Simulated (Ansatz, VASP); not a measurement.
## Cross-check of BiN between VASP and Ansatz

Aim: how closely do two programs agree when they are given the same cell, functional and k mesh? The cell is invented: As first built, before any earlier steps moved the atoms (in the runner's words): it takes the GaN structure with some of its atoms replaced by other elements, volume scaled by an estimate. It may not be a known or stable phase. The cell is taken from a series of VASP runs on this material, whose earlier steps may have relaxed, scaled or displaced it; both programs get it as it stands.

Method: plane waves, with VASP 6.6.1 beside it; band structure at PBE, spin-orbit coupling and band structure at r2SCAN, spin-orbit coupling, in Ansatz 0.2.0.

## 1. The starting structure

The structure is cubic, space group F-43m (No. 216). The conventional cell has a = 5.556 Å, b = 5.556 Å, c = 5.556 Å, α = 90.00°, β = 90.00°, γ = 90.00°. Nearest to Bi lie 4 N at 2.41 Å. Nearest to N lie 4 Bi at 2.41 Å. As first built, before any earlier steps moved the atoms (in the runner's words): sites of the GaN structure (space group 216) filled with other elements, volume scaled by an estimate. Farther neighbours and most contacts between anions are not listed.

## 2. Ansatz: band structure, PBE, spin-orbit coupling

Ansatz runs on its fully relativistic PAW (standard-fr) files.

With cell and atoms fixed, the geometry can't cause a difference; cores, projectors, grids and the points listed under the comparison can.

Input file input.yaml:

```yaml
crystal:
  lattice:
    - [0.0, 2.7780454068, 2.7780454068]
    - [2.7780454068, 0.0, 2.7780454068]
    - [2.7780454068, 2.7780454068, 0.0]
  atoms:
    - { symbol: Bi, position: [0.0, 0.0, 0.0] }
    - { symbol: "N", position: [0.25, 0.25, 0.25] }
hamiltonian:
  xc: pbe
  pseudopotentials: { kind: paw_fr }
magnetization:
  noncollinear: true
  spin_orbit: true
kpoints:
  mp_grid: { grid: [6, 6, 6] }
  band_path:
    path:
      - [0.0, 0.0, 0.0]
      - [0.16667, 0.0, 0.16667]
      - [0.33333, 0.0, 0.33333]
      - [0.5, 0.0, 0.5]
      - [0.5, 0.08333, 0.58333]
      - [0.5, 0.18333, 0.68333]
      - [0.5, 0.25, 0.75]
      - [0.45, 0.3, 0.75]
      - [0.40833, 0.34167, 0.75]
      - [0.35, 0.35, 0.7]
      - [0.225, 0.225, 0.45]
      - [0.075, 0.075, 0.15]
      - [0.03333, 0.03333, 0.03333]
      - [0.23333, 0.23333, 0.23333]
      - [0.4, 0.4, 0.4]
      - [0.51667, 0.46667, 0.51667]
      - [0.55833, 0.38333, 0.55833]
      - [0.60833, 0.28333, 0.60833]
      - [0.60833, 0.25, 0.64167]
      - [0.55833, 0.25, 0.69167]
      - [0.51667, 0.25, 0.73333]
      - [0.5, 0.3, 0.7]
      - [0.5, 0.38333, 0.61667]
      - [0.5, 0.48333, 0.51667]
      - [0.475, 0.475, 0.55]
      - [0.425, 0.425, 0.65]
      - [0.38333, 0.38333, 0.73333]
      - [0.59167, 0.18333, 0.59167]
      - [0.55, 0.1, 0.55]
      - [0.5, 0.0, 0.5]
    npoints: 1
scf:
  occupations: { method: gaussian, width: 0.02 }
  n_extra_bands: 14
output:
  forces: true
  stress: true
  eigenvalues: true
```

Run with:

```console
ansatz run input.yaml --threads 2 --pin off --max-ram 4608MiB --backend cpu --events-out ev --progress --plain --runs-dir out
```

Numbers of over 12 decimals in the logs are rounded to 6 here.

What it wrote:

```text
scf.n_extra_bands = 14 over 20 filled bands (N_el = 20.0): the run solves 34 bands
Engine: ansatz 0.2.0, aarch64-unknown-linux-gnu
Pseudopotentials: kind: paw_fr
Pseudopotential: Bi, paw_fr, valence charge 15, recommended cutoff 420 eV (normal), Bi.paw.azcp#standard-fr
Pseudopotential: N, paw_fr, valence charge 5, recommended cutoff 420 eV (normal), N.paw.azcp#standard-fr
Functional definition: PBE
  parameter kappa = 0.804
  parameter beta = 0.066725
  exchange = pbe_x(kappa = kappa, mu = beta*pi^2/3)
  correlation = pbe_c(beta = beta)
non-collinear run that drives no moment, with spin-orbit: no starting moment large enough to seed its density (crystal.atoms[].spin), no starting occupations that ask for one, no magnetisation constraint and no magnetic field, so the semilocal B_xc is pinned to zero
Crystal: 2 atoms, lattice volume = 42.879 Å³
Basis set: ecut = 420 eV, 869 PW (Γ), exchange–correlation on 54×54×54 points (8 copies of the dense FFT grid, shifted against one another)
Bands: 34, of which v1, the nominal top of the filled ones, is band 20 counted from 1 (19 counted from 0)
Symmetry: 24 space group operations + 24 with time reversal
Magnetic group: BNS 216.75 (UNI 1577), of the structure as read, at distance tolerance 3.5e-5 Å
k-points: 16 of 216 (time reversal used)
Projection manifold: j_resolved (fully-relativistic pseudo-atomic orbitals)
Non-local potential: Bi, projectors of the file, l = 0: 2, l = 1: 4, l = 2: 4, l = 3: 4
Non-local potential: N, projectors of the file, l = 0: 2, l = 1: 4, l = 2: 2
PAW form: soft (Blöchl's): semilocal exchange-correlation on the pseudo side does not see the compensation charge
PAW one-centre angular grid: Bi, 590 points (default); XC on 96 Gauss nodes
PAW one-centre angular grid: N, 110 points (default); XC on 64 Gauss nodes
Initial density: superposition of atomic densities (chi_scale 0.1, normalization cell, long waves kept (reshape's long-wave potential 0.00 eV rms))
Initial wavefunctions: pseudopotential atomic-orbital guess
Functional: x = pbe(κ = 0.804, μ = 0.219515), c = pbe(β = 0.066725)
SCF iter   1: F=—  HF=-12820.893879 eV  |F-HF|=—  |Δ(HF+E_count)|=         —  Δρ=5.85e-2  dr2=2.47e0  dr2_m=0.00e0 (ungated)  ethr=3.10e-3  |M|=0.00e0 ∫|m|=0.00e0 μB  |m|>n=0.0e0 m-floor=0.0e0 τ_xc=0.0e0  β_m=0.30  ⟨swp⟩=7.2  Hψ=2948  notcnv=0  defer=41
preconditioner: auto → none  [insulator: Δε(μ)=0.436 eV  Ē_g=22.285 eV  σ=0.020 eV  W_gap=0.65  n_scr=14 (ndim 8)  ℏωp=25.4 eV  f_vac=0.000  D(μ)=2.36/eV (n_scr^D=14)  ε∞_Penn≈2.3]
SCF iter   2: F=—  HF=-12820.537486 eV  |F-HF|=—  |Δ(HF+E_count)|=   3.56e-1  Δρ=3.91e-2  dr2=5.70e-1  dr2_m=0.00e0 (ungated)  ethr=3.10e-3  |M|=0.00e0 ∫|m|=0.00e0 μB  |m|>n=0.0e0 m-floor=0.0e0 τ_xc=0.0e0  β_m=0.26  ⟨swp⟩=2.2  Hψ=940  notcnv=0  defer=112
preconditioner: auto → Kerker (q_TF=auto, 2.403 Å⁻¹)  [metal: Δε(μ)=0.113 eV  Ē_g=22.163 eV  σ=0.020 eV  W_gap=0.50  n_scr=14 (ndim 8)  ℏωp=25.4 eV  f_vac=0.006  D(μ)=1.57/eV (n_scr^D=14)]
spin=Noncollinear: Kerker preconditioning applied to the charge; magnetization (m_x, m_y, m_z) channels mix plain (no charge-response kernel on spin).
SCF iter   3: F=—  HF=-12820.451901 eV  |F-HF|=—  |Δ(HF+E_count)|=   8.56e-2  Δρ=1.66e-2  dr2=9.97e-2  dr2_m=0.00e0 (ungated)  ethr=2.85e-3  |M|=0.00e0 ∫|m|=0.00e0 μB  |m|>n=0.0e0 m-floor=0.0e0 τ_xc=0.0e0  β_m=0.63  ⟨swp⟩=2.0  Hψ=569  notcnv=0  defer=112
SCF iter   4: F=—  HF=-12820.434336 eV  |F-HF|=—  |Δ(HF+E_count)|=   1.76e-2  Δρ=2.33e-3  dr2=2.52e-3  dr2_m=0.00e0 (ungated)  ethr=4.99e-4  |M|=0.00e0 ∫|m|=0.00e0 μB  |m|>n=0.0e0 m-floor=0.0e0 τ_xc=0.0e0  β_m=0.68  ⟨swp⟩=3.0  Hψ=893  notcnv=0  defer=112
SCF iter   5: F=—  HF=-12820.434675 eV  |F-HF|=—  |Δ(HF+E_count)|=   3.39e-4  Δρ=1.26e-3  dr2=9.34e-4  dr2_m=0.00e0 (ungated)  ethr=1.26e-5  |M|=0.00e0 ∫|m|=0.00e0 μB  |m|>n=0.0e0 m-floor=0.0e0 τ_xc=0.0e0  β_m=0.84  ⟨swp⟩=1.5  Hψ=479  notcnv=0  defer=112
SCF iter   6: F=—  HF=-12820.435091 eV  |F-HF|=—  |Δ(HF+E_count)|=   4.16e-4  Δρ=2.37e-4  dr2=2.50e-5  dr2_m=0.00e0 (ungated)  ethr=4.67e-6  |M|=0.00e0 ∫|m|=0.00e0 μB  |m|>n=0.0e0 m-floor=0.0e0 τ_xc=0.0e0  β_m=0.92  ⟨swp⟩=2.0  Hψ=684  notcnv=0  defer=112
SCF iter   7: F=—  HF=-12820.435149 eV  |F-HF|=—  |Δ(HF+E_count)|=   5.85e-5  Δρ=5.71e-5  dr2=1.89e-6  dr2_m=0.00e0 (ungated)  ethr=1.25e-7  |M|=0.00e0 ∫|m|=0.00e0 μB  |m|>n=0.0e0 m-floor=0.0e0 τ_xc=0.0e0  β_m=0.96  ⟨swp⟩=2.2  Hψ=713  notcnv=0  defer=112
SCF iter   8: F=—  HF=-12820.435152 eV  |F-HF|=—  |Δ(HF+E_count)|=   3.33e-6  Δρ=1.93e-5  dr2=2.63e-7  dr2_m=0.00e0 (ungated)  ethr=9.47e-9  |M|=0.00e0 ∫|m|=0.00e0 μB  |m|>n=0.0e0 m-floor=0.0e0 τ_xc=0.0e0  β_m=0.98  ⟨swp⟩=2.0  Hψ=573  notcnv=0  defer=112
SCF iter   9: F=-12820.435153 eV  HF=-12820.435153 eV  |F-HF|=1.26e-8  |Δ(HF+E_count)|=   3.65e-7  Δρ=6.43e-6  dr2=2.91e-8  dr2_m=0.00e0 (ungated)  ethr=5.00e-10  |M|=0.00e0 ∫|m|=0.00e0 μB  |m|>n=0.0e0 m-floor=0.0e0 τ_xc=0.0e0  ⟨swp⟩=11.6  Hψ=2993  notcnv=0
SCF 1 converged in 9 iterations: F = -12820.435153 eV  dr2 = 2.91e-8
  greatest PAW one-centre occupation: 0.988 electrons in one spin orbital (limit 2), on the Bi atom at site 0 (counted from 0), in its partial waves of l = 2
NSCF: frozen V_eff on 30 k-points
SCF converged after 9 iterations
Magnetization: |M| = 0.0000 μB,  M = (+0.0000, +0.0000, +0.0000) μB
Absolute magnetization: 0.0000 μB (∫|m|)
  site 0: m = (+0.0000, +0.0000, +0.0000) μB, |m| = 0.0000 μB  (R = 0.99 Å)
  site 1: m = (+0.0000, +0.0000, +0.0000) μB, |m| = 0.0000 μB  (R = 0.99 Å)
Free energy (F): -12820.435153 eV
Harris-Foulkes:  -12820.435153 eV  (|F-HF|=1.26e-8)
Internal energy: -12820.434739 eV  (E = F + TS)
E sigma→0 (E₀):  -12820.434946 eV
Entropy (-TS):   -0.000414 eV (-0.207 meV/atom)
Fermi energy:    9.566447 eV
--- Per-component energies (eV) ---
  E_band       = -102.853113
  E_kinetic    = 427.998231
  E_local      = -1731.998270  (includes V_loc(G=0)·N_el)
  E_nonlocal   = 609.428333
  E_hartree    = 558.261662
  E_xc         = -211.233749
  E_vxc        = -219.927544  (∫ρ·V_xc dr)
  E_paw        = -10831.697510  (= ΣΔE_a)
  E_vpaw       = -304.876528  (= ΣTr[D̂ρ^β])
  E_aug_tail   = -0.000304  (compensation charges beyond the density's cutoff)
  E_ewald      = -1641.193131
  E_smearing   = -0.000414  (= −TS)
  E_closure    = 0.000000  (closes the sum)
  Σ components = -12820.435153   (vs F -12820.435153, Δ=0.00e0)
--- Forces (eV/Å), atoms counted from 1 ---
  atom   1  Bi    -0.00000000     0.00000000     0.00000000
  atom   2  N      0.00000000     0.00000000     0.00000000
  max |Σ_I F_I| component: 1.48e-16 eV/Å
--- Stress (GPa, compression-positive) ---
        0.651271      -0.000000      -0.000000
        0.000000       0.651271       0.000000
       -0.000000       0.000000       0.651271
  P = ⅓ Tr σ = 0.6513 GPa (6.513 kbar)
--- Band table (eV; the first three rows and the last of 16) ---
  k-point 0: bands = [... 16 lower, 7.4514, 7.4514, 7.4514, 7.4514, 10.6177, 10.6177, 13.2681, 13.2681, ... 10 higher]
  k-point 1: bands = [... 16 lower, 7.2408, 7.2637, 7.3773, 7.3773, 10.8450, 10.8450, 12.5931, 12.5931, ... 10 higher]
  k-point 2: bands = [... 16 lower, 6.8936, 6.9146, 6.9820, 6.9820, 11.4785, 11.4785, 12.6449, 12.6449, ... 10 higher]
  k-point 15: bands = [... 16 lower, 5.2161, 5.2911, 9.5689, 9.5874, 9.7998, 10.3617, 12.5676, 13.3060, ... 10 higher]
```

The job ended after 6.5 s (2 threads of Arm Neoverse V2, shared host; peak memory 0.41 GiB; 12 s of CPU time).

The column dr2 measures how far the density is from self-consistency, as an energy; F and HF (Harris–Foulkes) agree once it is small.

## 3. VASP: band structure, PBE, spin-orbit coupling

The same cell, functional, mesh and smearing now go to VASP, with its own data sets and cutoff.

Lines of VASP's logs that name or quote its potential files are left out, and so is its time.

Input file INCAR:

```
SYSTEM = BiN
PREC = Accurate
ENCUT = 520
EDIFF = 1E-06
NELM = 100
ISMEAR = 0
SIGMA = 0.02
LREAL = .FALSE.
ALGO = Normal
GGA = PE
LNONCOLLINEAR = .TRUE.
MAGMOM = 0 0 0 0 0 0
NBANDS = 32
GGA_COMPAT = .FALSE.
LASPH = .TRUE.
LSORBIT = .TRUE.
LORBIT = 11
LWAVE = .FALSE.
LCHARG = .FALSE.
KPAR = 4
```

Input file POSCAR:

```
BiN
1.0
    0.0000000000      2.7780454068      2.7780454068
    2.7780454068      0.0000000000      2.7780454068
    2.7780454068      2.7780454068      0.0000000000
Bi N
1 1
Direct
    0.0000000000      0.0000000000      0.0000000000
    0.2500000000      0.2500000000      0.2500000000
```

Input file KPOINTS:

```
Automatic mesh
0
Gamma
6 6 6
0 0 0
```

Input file KPOINTS_OPT:

```
Line mode
16
Line-mode
Reciprocal
  0.00000000   0.00000000   0.00000000 GAMMA
  0.50000000   0.00000000   0.50000000 X

  0.50000000   0.00000000   0.50000000 X
  0.50000000   0.25000000   0.75000000 W

  0.50000000   0.25000000   0.75000000 W
  0.37500000   0.37500000   0.75000000 K

  0.37500000   0.37500000   0.75000000 K
  0.00000000   0.00000000   0.00000000 GAMMA

  0.00000000   0.00000000   0.00000000 GAMMA
  0.50000000   0.50000000   0.50000000 L

  0.50000000   0.50000000   0.50000000 L
  0.62500000   0.25000000   0.62500000 U

  0.62500000   0.25000000   0.62500000 U
  0.50000000   0.25000000   0.75000000 W

  0.50000000   0.25000000   0.75000000 W
  0.50000000   0.50000000   0.50000000 L

  0.50000000   0.50000000   0.50000000 L
  0.37500000   0.37500000   0.75000000 K

  0.62500000   0.25000000   0.62500000 U
  0.50000000   0.00000000   0.50000000 X
```

PAW data sets: Bi_d and N (PBE family, release 64).

Run with:

```console
mpirun -np 4 vasp_ncl
```

What it wrote:

```text
[banner, memory and clock lines left out]
running    4 mpi-ranks, on    1 nodes
 distrk:  each k-point on    1 cores,    4 groups
 distr:  one band on    1 cores,    1 groups

 POSCAR found type information on POSCAR BiN
 POSCAR found :  2 types and       2 ions
 LDA part: xc-table for (Slater+PW92), standard interpolation
 POSCAR, INCAR and KPOINTS ok, starting setup
 FFT: planning ... GRIDC
 FFT: planning ... GRID_SOFT
 FFT: planning ... GRID
 WAVECAR not read
 entering main loop
       N       E                     dE             d eps       ncg     rms          rms(c)
DAV:   1     0.224126336697E+03    0.22413E+03   -0.99086E+03  1408   0.146E+03
DAV:   2     0.151197019272E+02   -0.20901E+03   -0.19921E+03  1424   0.444E+02
DAV:   3    -0.122055845648E+02   -0.27325E+02   -0.26510E+02  1744   0.159E+02
DAV:   4    -0.134734972529E+02   -0.12679E+01   -0.12652E+01  1640   0.366E+01
DAV:   5    -0.135277634269E+02   -0.54266E-01   -0.54263E-01  2176   0.732E+00    0.887E+00
DAV:   6    -0.117088246680E+02    0.18189E+01   -0.17267E+01  2096   0.271E+01    0.554E+00
DAV:   7    -0.111636000745E+02    0.54522E+00   -0.26719E+00  1584   0.106E+01    0.184E+00
DAV:   8    -0.112228679489E+02   -0.59268E-01   -0.15497E-01  1640   0.281E+00    0.256E+00
DAV:   9    -0.111839526684E+02    0.38915E-01   -0.28179E-01  1664   0.437E+00    0.137E+00
DAV:  10    -0.111640441549E+02    0.19909E-01   -0.33523E-02  1760   0.147E+00    0.676E-01
DAV:  11    -0.111605263748E+02    0.35178E-02   -0.17911E-02  1696   0.726E-01    0.182E-01
DAV:  12    -0.111604659344E+02    0.60440E-04   -0.91671E-04  1712   0.240E-01    0.209E-02
DAV:  13    -0.111604843971E+02   -0.18463E-04   -0.15626E-04  2016   0.816E-02    0.373E-02
DAV:  14    -0.111604723056E+02    0.12091E-04   -0.33714E-05  1672   0.436E-02    0.153E-02
DAV:  15    -0.111604710441E+02    0.12615E-05   -0.17853E-05  1424   0.280E-02    0.766E-03
DAV:  16    -0.111604706198E+02    0.42432E-06   -0.58322E-07  1072   0.819E-03
   1 F= -.11160471E+02 E0= -.11160251E+02  d E =-.439150E-03  mag=    -0.0000    -0.0000    -0.0000
 Start KPOINTS_OPT (optional k-point list driver)
k-point batch [1-22\160]
       N       E                     dE             ncg
DAV:   1     0.138960988618E+04   -0.77286E+04     1416
DAV:   2    -0.310867904023E+04   -0.44983E+04     1456
DAV:   3    -0.366409556123E+04   -0.55542E+03     1696
DAV:   4    -0.368991795816E+04   -0.25822E+02     1632
DAV:   5    -0.369100661666E+04   -0.10887E+01     2192
DAV:   6    -0.369102248402E+04   -0.15867E-01     1760
DAV:   7    -0.369102314855E+04   -0.66453E-03     2216
DAV:   8    -0.369102315501E+04   -0.64621E-05     1704
DAV:   9    -0.369102315516E+04   -0.15492E-06     1200
[...]
k-point batch [155-160\160]
       N       E                     dE             ncg
DAV:   1     0.118139208564E+05   -0.38450E+04      384
DAV:   2     0.106319357391E+05   -0.11820E+04      400
DAV:   3     0.104954207720E+05   -0.13651E+03      472
DAV:   4     0.104897686291E+05   -0.56521E+01      424
DAV:   5     0.104895134330E+05   -0.25520E+00      624
DAV:   6     0.104895113053E+05   -0.21277E-02      440
DAV:   7     0.104895112003E+05   -0.10499E-03      624
DAV:   8     0.104895111990E+05   -0.13430E-05      440
DAV:   9     0.104895111989E+05   -0.41060E-07      336
```

Parts of OUTCAR (step 3):

```text
ion  position               nearest neighbor table
   1  0.000  0.000  0.000-   2 2.41   2 2.41   2 2.41   2 2.41
   2  0.250  0.250  0.250-   1 2.41   1 2.41   1 2.41   1 2.41

  LATTYP: Found a face centered cubic cell.
 ALAT       =     5.5560908136

 Subroutine GETGRP returns: Found 24 space group operations
 (whereof 24 operations were pure point group operations)

The static configuration has the point symmetry T_d .

 Found     22 irreducible k-points:

   k-points           NKPTS =     22   k-points in BZ     NKDIM =     22   number of bands    NBANDS=     32

   dimension x,y,z NGX =    30 NGY =   30 NGZ =   30
   dimension x,y,z NGXF=    60 NGYF=   60 NGZF=   60

   ENCUT  =  520.0 eV  38.22 Ry    6.18 a.u.   7.30  7.30  7.30*2*pi/ulx,y,z

   NELECT =      20.0000    total number of electrons

 k-points in reciprocal lattice and weights: Automatic mesh
   0.00000000  0.00000000  0.00000000       0.005
   0.16666667  0.00000000  0.00000000       0.019
  -0.16666667  0.00000000  0.00000000       0.019
   0.33333333  0.00000000  0.00000000       0.019
  -0.33333333  0.00000000  0.00000000       0.019
   0.50000000  0.00000000  0.00000000       0.019
   0.16666667  0.16666667  0.00000000       0.028
   0.33333333  0.16666667  0.00000000       0.056
  -0.33333333 -0.16666667  0.00000000       0.056
[...]
-0.33333333  0.33333333  0.16666667       0.111
  -0.33333333  0.50000000  0.16666667       0.056

 average (electrostatic) potential at core
       1-104.7541       2 -62.5445

 E-fermi :   6.2998

 k-point     1 :       0.0000    0.0000    0.0000
  band No.  band energies     occupation
    ...
     16       3.8963      1.00000
     17       4.1998      1.00000
     18       4.1998      1.00000
     19       4.1998      1.00000
     20       4.1998      1.00000
     21       7.5302      0.00000
     22       7.5302      0.00000
     23       9.9641      0.00000
     24       9.9641      0.00000
     25       9.9641      0.00000
    ...

 k-point     2 :       0.1667    0.0000    0.0000
  band No.  band energies     occupation
    ...
     16       3.5675      1.00000
     17       3.9865      1.00000
     18       4.0094      1.00000
     19       4.1167      1.00000
     20       4.1167      1.00000
     21       7.7082      0.00000
     22       7.7082      0.00000
     23       9.3158      0.00000
     24       9.3158      0.00000
     25      10.1991      0.00000
    ...

 k-point     3 :      -0.1667    0.0000    0.0000
  band No.  band energies     occupation
    ...
     16       3.5675      1.00000
     17       3.9865      1.00000
     18       4.0094      1.00000
     19       4.1167      1.00000
     20       4.1167      1.00000
     21       7.7082      0.00000
     22       7.7082      0.00000
     23       9.3158      0.00000
     24       9.3158      0.00000
     25      10.1991      0.00000
    ...

  Total        0.1441343      0.1441343      0.1441343      0.0000000      0.0000000      0.0000000
  in kB        5.3855489      5.3855489      5.3855489      0.0000000      0.0000000      0.0000000
  external PRESSURE =       5.3855489 kB  Pullay stress =       0.0000000 kB

  energy-cutoff  :      520.00
  volume of cell :       42.88
      direct lattice vectors                 reciprocal lattice vectors
     0.000000000  2.778045407  2.778045407    -0.179982659  0.179982659  0.179982659
     2.778045407  0.000000000  2.778045407     0.179982659 -0.179982659  0.179982659
     2.778045407  2.778045407  0.000000000     0.179982659  0.179982659 -0.179982659

 POSITION                                       TOTAL-FORCE (eV/Angst)
 -----------------------------------------------------------------------------------
      0.00000      0.00000      0.00000        -0.000000      0.000000     -0.000000
      1.38902      1.38902      1.38902         0.000000     -0.000000      0.000000
 -----------------------------------------------------------------------------------
    total drift:                               -0.000000     -0.000000     -0.000000

  FREE ENERGIE OF THE ION-ELECTRON SYSTEM (eV)
  ---------------------------------------------------
  free  energy   TOTEN  =       -11.1604706198 eV

  energy  without entropy=      -11.1600314700  energy(sigma->0) =      -11.16025104

 Spin-Orbit-Coupling matrix elements
 Ion:    1  E_soc:     -1.2675264
 Ion:    2  E_soc:     -0.0014066

 total charge
# of ion       s       p       d       tot
------------------------------------------
    1        1.594   1.097   9.972  12.664
    2        1.333   2.206   0.000   3.539
--------------------------------------------------
tot          2.928   3.303   9.972  16.203

 magnetization (x)
# of ion       s       p       d       tot
------------------------------------------
    1        0.000  -0.000  -0.000  -0.000
    2       -0.000  -0.000   0.000  -0.000
--------------------------------------------------
tot         -0.000  -0.000  -0.000  -0.000

 magnetization (y)
# of ion       s       p       d       tot
------------------------------------------
    1       -0.000   0.000   0.000  -0.000
    2       -0.000   0.000   0.000   0.000
--------------------------------------------------
tot         -0.000   0.000   0.000   0.000

 magnetization (z)
# of ion       s       p       d       tot
------------------------------------------
    1        0.000   0.000  -0.000   0.000
    2       -0.000   0.000   0.000   0.000
--------------------------------------------------
tot          0.000   0.000  -0.000   0.000

[... 3 further parts left out ...]
```

The run ends at a pressure of 0.54 GPa.

(Part 1 of 2 ends here.)

[Lines on the potential files, build, host, timing and source positions are cut from VASP's logs without a mark.]

[Logs are printed without paths, hosts, clocks, repeated set-up lines and the standing remarks that a program may print on its own settings, such as how far it seeks lower states.]

[Hosts, paths, dates, database ids (printed as entryN), source tags and the programs' standing remarks are cut or masked in the printed files.]
